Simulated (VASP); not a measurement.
Input of a VASP 6.6.1 run:

File POSCAR:

```
MnSiSe3
1.0
    4.8341200000      0.0000000000      0.0000000000
    0.0000000000      4.8341200000      0.0000000000
    0.0000000000      0.0000000000      4.8341200000
Mn Si Se
1 1 3
Direct
    0.0000000000      0.0000000000      0.0000000000
    0.5000000000      0.5000000000      0.5000000000
    0.0000000000      0.5000000000      0.5000000000
    0.5000000000      0.0000000000      0.5000000000
    0.5000000000      0.5000000000      0.0000000000
```

The input INCAR.step1:

```
SYSTEM = MnSiSe3
ALGO = Fast
EDIFF = 1E-6
ENCUT = 520
GGA = CA
ISIF = 2
ISMEAR = -1
ISPIN = 2
LASPH = .TRUE.
LCHARG = .TRUE.
LDAU = .TRUE.
LDAUJ = 0 0 0
LDAUL = 2 -1 -1
LDAUPRINT = 1
LDAUTYPE = 2
LDAUU = 6 0 0
LMAXMIX = 4
LREAL = .FALSE.
LWAVE = .FALSE.
MAGMOM = 4 0 0 0 0
NELM = 120
PREC = Accurate
SIGMA = 0.05
```

Contents of KPOINTS.step1:

```
k-points
0
G
  5 5 5
  0 0 0
```

INCAR.step2

```
SYSTEM = MnSiSe3
ALGO = Fast
EDIFF = 1E-6
ENCUT = 520
GGA = CA
ICHARG = 11
ISIF = 2
ISMEAR = -5
ISPIN = 2
LASPH = .TRUE.
LCHARG = .FALSE.
LDAU = .TRUE.
LDAUJ = 0 0 0
LDAUL = 2 -1 -1
LDAUPRINT = 1
LDAUTYPE = 2
LDAUU = 6 0 0
LMAXMIX = 4
LORBIT = 11
LREAL = .FALSE.
LWAVE = .FALSE.
MAGMOM = 4 0 0 0 0
NEDOS = 1001
NELM = 120
PREC = Accurate
SIGMA = 0.05
```

File KPOINTS.step2:

```
k-points
0
G
  8 8 8
  0 0 0
```

Potentials or basis: VASP PAW LDA potentials, release 64 (Mn_pv, Si, Se).

Command:

```console
$ cat potpaw_LDA.64/Mn_pv/POTCAR potpaw_LDA.64/Si/POTCAR potpaw_LDA.64/Se/POTCAR > POTCAR
$ cp INCAR.step1 INCAR
$ cp KPOINTS.step1 KPOINTS
$ mpirun -np 1 vasp_std > vasp.out
$ cp INCAR.step2 INCAR
$ cp KPOINTS.step2 KPOINTS
$ mpirun -np 1 vasp_std > vasp.out
```

Task: What does it give for the site moments?

Result: Mn +4.75; Si +0.02; Se -0.00 μB.

Task: What does it give for the net moment?

Result: 5.33 μB per cell.

Eigenvalues of the final occupation matrices:
| site | spin | trace | eigenvalues |
| --- | --- | --- | --- |
| site 1 d | 1 | 4.74 | 0.95 0.95 0.95 0.95 0.95 |
| site 1 d | 2 | 0.08 | 0.01 0.01 0.02 0.02 0.02 |

Caveat: a cell with one magnetic atom can't hold antiferromagnetic order, which such compounds often take. The state reached can hang on the start; a lower one may exist.
